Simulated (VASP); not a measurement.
Write the native input for VASP 6.6.1 that does the following.

| Property | Result |
| --- | --- |
| Task | Born charges and dielectric tensor |
| Functional | LDA |
| Potentials or basis | VASP PAW LDA potentials, release 64 (Sn_d, Se) |
| Cutoff | 350 eV |
| k mesh | 6 × 6 × 4 |
| Occupations | gaussian, width 0.02 eV |
| Spin | no spin polarisation |
| Further INCAR settings | ALGO = Normal; EDIFF = 1e-08; IBRION = 8; NSW = 1 |

The structure of SnSe lies in POSCAR:

```
SnSe
1.0
    4.1926300000      0.0000000000      0.0000000000
    0.0000000000      4.1926300000      0.0000000000
    0.0000000000      0.0000000000     10.9632800000
Sn Se
2 2
Direct
    0.5000000000      0.0000000000      0.3777900000
    0.0000000000      0.5000000000      0.6222100000
    0.5000000000      0.0000000000      0.6221700000
    0.0000000000      0.5000000000      0.3778300000
```

These files were run (other wordings do the same):

INCAR

```
SYSTEM = SnSe
PREC = Accurate ; ENCUT = 350
EDIFF = 1E-8 ; ISMEAR = 0
SIGMA = 0.02 ; LREAL = .FALSE.
LASPH = .TRUE. ; NELM = 60
ALGO = Normal ; ISIF = 2
LWAVE = .FALSE. ; LCHARG = .FALSE.
GGA = CA ; LEPSILON = .TRUE.
IBRION = 8 ; NSW = 1
```

KPOINTS

```
Automatic mesh
0
G
  6 6 4
  0 0 0
```

Potentials or basis: VASP PAW LDA potentials, release 64 (Sn_d, Se).

Run with:

```console
$ cat potpaw_LDA.64/Sn_d/POTCAR potpaw_LDA.64/Se/POTCAR > POTCAR
$ mpirun -np 1 vasp_std > vasp.out
```

Results of the run:

| Item | Value |
| --- | --- |
| Band gap on the k mesh | 1.45 eV, indirect (least direct gap 1.51 eV) |
| Electronic dielectric tensor (diagonal) | 16.34, 16.34, 1.99 |
| Born charges (mean of the diagonal) | Sn +4.03; Se -4.03 e |
| Highest phonon frequency at Γ, LO-TO splitting left out | 194 cm⁻¹ |

Caveat: spin-orbit coupling is left out, which moves the levels of the heavy elements.

Run time: 15 min on 1 thread of Intel(R) Xeon(R) 6975P-C (Granite Rapids), with other jobs on the host, peak memory 0.6 GiB.
